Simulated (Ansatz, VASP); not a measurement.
# Ti (Titanium) in two plane-wave programs, part 2 of 2

Wanted: the spread between two codes on one cell, functional and k mesh. Of the first pair: The cell is taken from a series of runs on this material, whose earlier steps may have relaxed, scaled, displaced or heated it; both programs get it as it stands.

VASP 6.6.1 and Ansatz 0.2.0.

So far: The starting structure; Ansatz: relaxation of cell and atoms, PBEsol; VASP: relaxation of cell and atoms, PBEsol; Comparison; Ansatz: relaxation, PBEsol.

## Step 6: VASP: single point, PBEsol, pair 2

Level of this step: PBEsol; plane waves and PAW (Ti_sv) (VASP).

The same cell, functional, mesh and smearing now go to VASP, with its own data sets.

File INCAR:

```
SYSTEM = Ti
PREC = Accurate
ENCUT = 500
EDIFF = 1E-06
NELM = 120
ISMEAR = 1
SIGMA = 0.2
LREAL = .FALSE.
ALGO = Normal
GGA = PS
NBANDS = 18
LASPH = .TRUE.
LORBIT = 11
LWAVE = .FALSE.
LCHARG = .FALSE.
ISIF = 2
GGA_COMPAT = .FALSE.
KPAR = 2
```

File POSCAR:

```
Ti
1.0
    2.9584508036      0.0000000000      0.0000000000
   -1.4792254018      2.5620935517      0.0000000000
    0.0000000000      0.0000000000      4.5162315419
Ti
2
Direct
    0.3333333334      0.6666666668      0.2500000000
    0.6666666668      0.3333333334      0.7500000000
```

File KPOINTS:

```
Automatic mesh
0
Gamma
18 18 12
0 0 0
```

Potentials, in the order of the species: Ti_sv (PBE family, release 64).

Started as:

```bash
mpirun -np 2 vasp_std
```

Numbers of over 12 decimals in the logs are rounded to 6 here.

Output:

```text
[banner, memory and clock lines left out]
running    2 mpi-ranks, on    1 nodes
[...]
[... a notice as in an earlier step ...]

 LDA part: xc-table for (Slater+PW92), standard interpolation
 POSCAR, INCAR and KPOINTS ok, starting setup
[...]
entering main loop
       N       E                     dE             d eps       ncg     rms          rms(c)
DAV:   1     0.253980279595E+03    0.25398E+03   -0.13002E+04  9340   0.162E+03
DAV:   2     0.107777347878E+02   -0.24320E+03   -0.24005E+03  9518   0.450E+02
DAV:   3    -0.177582617788E+02   -0.28536E+02   -0.28185E+02 17632   0.127E+02
DAV:   4    -0.189223555798E+02   -0.11641E+01   -0.11632E+01 10722   0.270E+01
[...]
DAV:  11    -0.166594127038E+02   -0.75614E-04   -0.26908E-04 11138   0.119E-01    0.344E-02
DAV:  12    -0.166594061507E+02    0.65531E-05   -0.33175E-05 11970   0.496E-02    0.887E-03
DAV:  13    -0.166594060182E+02    0.13254E-06   -0.19069E-06  9034   0.132E-02
   1 F= -.16659406E+02 E0= -.16661047E+02  d E =0.492297E-02
```

Parts of OUTCAR (step 6):

```text
  Total       -0.8887892     -0.8887892     -0.0569131      0.0000000      0.0000000      0.0000000
  in kB      -41.5981298    -41.5981298     -2.6637114      0.0000000      0.0000000      0.0000000
  external PRESSURE =     -28.6199903 kB  Pullay stress =       0.0000000 kB

 POSITION                                       TOTAL-FORCE (eV/Angst)
 -----------------------------------------------------------------------------------
      0.00000      1.70806      1.12906         0.000000      0.000000      0.000000
      1.47923      0.85403      3.38717        -0.000000     -0.000000      0.000000
 -----------------------------------------------------------------------------------
    total drift:                               -0.000000     -0.000000      0.000000

  FREE ENERGIE OF THE ION-ELECTRON SYSTEM (eV)
  ---------------------------------------------------
  free  energy   TOTEN  =       -16.6594060182 eV

  energy  without entropy=      -16.6643289901  energy(sigma->0) =      -16.66104701

[... 1 part as in an earlier step ...]

[... 2 further parts left out ...]
[key lines of the parts left out:]
E-fermi :   8.3859
```

The run ends at a pressure of -2.86 GPa.

## Step 7: Comparison

What differs besides the data sets and the points named for the pairs above, as far as they apply: Ansatz's pressure holds a Pulay correction, VASP's none. Total energies have different zeros and are not compared.

Both answers:

| quantity | Ansatz | VASP | difference |
| --- | --- | --- | --- |
| pressure (GPa) | -2.62 | -2.86 | +0.24 |

## Step 8: Ansatz: relaxation, PBEsol

This run makes the geometry at which the two programs are then compared. The cell compared in this pair holds 34.63 Å³, against 34.23 Å³ for the pair before.

The structure compared here is the end of the Ansatz relaxation.

File input.yaml:

```yaml
crystal:
  lattice:
    - [2.9874552232, 0.0, 0.0]
    - [-1.4937276116, 2.587212116, 0.0]
    - [0.0, 0.0, 4.5162315419]
  atoms:
    - { symbol: Ti, position: [0.3333333333, 0.6666666667, 0.25] }
    - { symbol: Ti, position: [0.6666666667, 0.3333333333, 0.75] }
kpoints:
  mp_grid: { grid: [18, 18, 12] }
hamiltonian:
  xc: pbesol
  pseudopotentials: { kind: paw, azcp: { folder: soft_1 }, xc_functional: pbe }
scf:
  occupations: { method: methfessel_paxton, width: 0.2 }
output:
  forces: true
  stress: true
  eigenvalues: true
relax:
  adjacent_minimum: "off"
  f_tol: 0.001
  max_steps: 60
  cell: { stress_tol: 0.01, fix: [a, b, gamma] }
```

Started as:

```bash
ansatz run input.yaml --threads 4 --pin off --max-ram 10240MiB --backend cpu --events-out ev --progress --plain --runs-dir out
```

Output:

```text
[...]
Crystal: 2 atoms, lattice volume = 34.907 Å³
Basis set: ecut = 420 eV, 651 PW (Γ), exchange–correlation on 40×40×64 points (8 copies of the dense FFT grid, shifted against one another)
Bands: 16, of which v1, the nominal top of the filled ones, is band 12 counted from 1 (11 counted from 0)
Symmetry: 24 space group operations
[...]
k-points: 259 of 3888
[...]
k-point 258: bands = [... 8 lower, 11.9151, 11.9151, 12.1193, 12.1193, 12.9946, 12.9946, 14.9561, 14.9561, ... 4 higher]
--- Relaxed structure (3 steps of the walk, 3 accepted, 1 SCFs on fresh bases) ---
[...]
cell:  # Å, volume = 34.6294 Å³
    - [2.987455, 0, 0.0]
    - [-1.493728, 2.587212, 0.0]
    - [0.0, 0.0, 4.480347]
  atoms:
    - { symbol: Ti, position: [0.333333, 0.666667, 0.250000] }
    - { symbol: Ti, position: [0.666667, 0.333333, 0.750000] }
[key lines of the parts left out:]
SCF converged after 5 iterations
Free energy (F): -4947.761722 eV
Fermi energy:    13.237302 eV
P = ⅓ Tr σ = -3.7928 GPa (-37.928 kbar)
```

## Step 9: VASP: single point, PBEsol, pair 3

The same cell, functional, mesh and smearing now go to VASP, with its own data sets.

INCAR is that of step 6.

File POSCAR:

```
Ti
1.0
    2.9874552232      0.0000000000      0.0000000000
   -1.4937276116      2.5872121160      0.0000000000
    0.0000000000      0.0000000000      4.4803472641
Ti
2
Direct
    0.3333333334      0.6666666668      0.2500000000
    0.6666666668      0.3333333334      0.7500000000
```

KPOINTS is that of step 6.

Started as:

```bash
mpirun -np 2 vasp_std
```

Output:

```text
[... set-up lines as in an earlier step ...]
 entering main loop
       N       E                     dE             d eps       ncg     rms          rms(c)
DAV:   1     0.254557510451E+03    0.25456E+03   -0.13022E+04  9332   0.162E+03
DAV:   2     0.106852806066E+02   -0.24387E+03   -0.24071E+03  9450   0.449E+02
DAV:   3    -0.177587392538E+02   -0.28444E+02   -0.28143E+02 17652   0.127E+02
DAV:   4    -0.189369954661E+02   -0.11783E+01   -0.11769E+01 10618   0.270E+01
[...]
DAV:  11    -0.166389227712E+02   -0.91936E-04   -0.29062E-04 11146   0.119E-01    0.323E-02
DAV:  12    -0.166389170415E+02    0.57297E-05   -0.33378E-05 12680   0.468E-02    0.117E-02
DAV:  13    -0.166389167082E+02    0.33324E-06   -0.20460E-06  9554   0.135E-02
   1 F= -.16638917E+02 E0= -.16640562E+02  d E =0.493677E-02
```

Parts of OUTCAR (step 9):

```text
  Total       -1.2746283     -1.2746283     -0.0562323     -0.0000000     -0.0000000      0.0000000
  in kB      -58.9724314    -58.9724314     -2.6016626     -0.0000000     -0.0000000      0.0000000
  external PRESSURE =     -40.1821752 kB  Pullay stress =       0.0000000 kB

 POSITION                                       TOTAL-FORCE (eV/Angst)
 -----------------------------------------------------------------------------------
      0.00000      1.72481      1.12009        -0.000000      0.000000      0.000000
      1.49373      0.86240      3.36026         0.000000     -0.000000      0.000000
 -----------------------------------------------------------------------------------
    total drift:                               -0.000000     -0.000000      0.000000

  FREE ENERGIE OF THE ION-ELECTRON SYSTEM (eV)
  ---------------------------------------------------
  free  energy   TOTEN  =       -16.6389167082 eV

  energy  without entropy=      -16.6438534762  energy(sigma->0) =      -16.64056230

[... 1 part as in an earlier step ...]

[... 2 further parts left out ...]
[key lines of the parts left out:]
E-fermi :   8.2650
```

The run ends at a pressure of -4.02 GPa.

## Step 10: Differences

The two programs side by side:

| quantity | Ansatz | VASP | difference |
| --- | --- | --- | --- |
| pressure (GPa) | -3.79 | -4.02 | +0.23 |

## Step 11: Outcome

```json
{
  "difference in volume (relaxation of cell and atoms, PBEsol)": "0.26 %",
  "difference in pressure (single point, PBEsol, pair 2)": "0.24 GPa",
  "difference in pressure (single point, PBEsol, pair 3)": "0.23 GPa"
}
```

In words: The difference in pressure is 0.24 GPa (single point, PBEsol, pair 2), within the 1 GPa picked in this series as the mark of a large difference. 5 further runs of this series are not shown here. How closely two codes agree says nothing of how well the functional describes the real material.

[Lines on the potential files, build, host, timing and source positions are cut from VASP's logs without a mark.]

[Logs are printed without paths, hosts, clocks, repeated set-up lines and the standing remarks that a program may print on its own settings, such as how far it seeks lower states.]

[Hosts, paths, dates, database ids (printed as entryN), source tags and the programs' standing remarks are cut or masked in the printed files.]
